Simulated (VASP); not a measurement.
These are r2SCAN meta-GGA, VASP's PBE PAW potentials (set 64) (plane waves; VASP 6.6.1) values and carry that method's errors.

A VASP calculation is set up with these files.

### INCAR
```
METAGGA = R2SCAN
LWAVE = .FALSE.
EDIFF = 1E-6
SIGMA = 0.05   # width (eV)
LASPH = .TRUE.   # aspherical one-centre terms
IBRION = 2
ENCUT = 520   # plane-wave cut-off (eV)
NSW = 60
LCHARG = .FALSE.
LREAL = .FALSE.   # projection in real space or not
NELM = 100   # most electronic steps
ALGO = Normal   # blocked Davidson
EDIFFG = -0.02   # ionic stop
ISMEAR = 0   # Gaussian
LMIXTAU = .TRUE.
LMAXMIX = 4   # l cut-off of mixed one-centre charges
SYSTEM = SrIF
PREC = Accurate
ISIF = 3
```

### KPOINTS
```
Automatic
0
gamma
5 5 3
```

File POSCAR:
```
SrIF
1
    4.2659969510     0.0000000000     0.0000000000
    0.0000000000     4.2659969510     0.0000000000
   -0.0000000000     0.0000000000     9.0090268634
Sr I F
2 2 2
Direct
  0.5000000000   0.0000000000   0.1481893842
  1.0000000000   0.5000000000   0.8518106158
  0.5000000000   1.0000000000   0.6729470561
  0.0000000000   0.5000000000   0.3270529439
  0.5000000000   0.5000000000   0.0000000000
  0.0000000000   0.0000000000   0.0000000000
```

POTCAR, in this order: Sr_sv I F (PBE.64 set). Program: vasp_std.

Task: What will the output report for the number of irreducible k-points (NKPTS), number of bands (NBANDS), largest plane-wave count, number of space-group operations, FFT grid (NGX, NGY, NGZ)?

Result: 
```yaml
number of irreducible k-points (NKPTS): 12
number of bands (NBANDS): 28
largest_plane_wave_count: 4434
number_of_space_group_operations: 16
FFT grid (NGX, NGY, NGZ): 32 × 32 × 70
```

The structure comes from a computed database's SrIF entry (P4/nmm); how it stands against other phases isn't given here. It was relaxed first. The start is the result of an earlier pass.
